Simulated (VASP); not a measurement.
Input of a VASP 6.6.1 run:

Contents of INCAR:

```
  ALGO = Normal
  EDIFF = 1E-6
  ENCUT = 520
  ISIF = 2
  ISMEAR = -1
  ISPIN = 2
  LASPH = T
  LCHARG = T
  LELF = T
  LMAXMIX = 4
  LORBIT = 11
  LREAL = F
  LVHAR = T
  LWAVE = F
  MAGMOM = 3 0
  NBANDS = 20
  NELM = 150
  PREC = Accurate
  SIGMA = 0.03
```

The input KPOINTS:

```
k-points
0
Gamma
  11 11 6
```

File POSCAR:

```
FeCu
1.0
    1.4382720000     -1.9879340000      0.0000000000
    1.4382720000      1.9879340000      0.0000000000
    0.0000000000      0.0000000000      4.1381350000
Fe Cu
1 1
Direct
    0.0000000000      0.0000000000      0.0000000000
    0.5000000000      0.5000000000      0.5000000000
```

Potentials or basis: VASP PAW LDA potentials, release 64 (Fe, Cu).

The run is started by

```sh
$ cat potpaw_LDA.64/Fe/POTCAR potpaw_LDA.64/Cu/POTCAR > POTCAR
$ mpirun -np 1 vasp_std > vasp.out
```

(1) Estimate the site moments.

(2) Predict the net moment.

## Answers

(1) Fe +2.34; Cu +0.06 μB.

(2) 2.42 μB per cell.
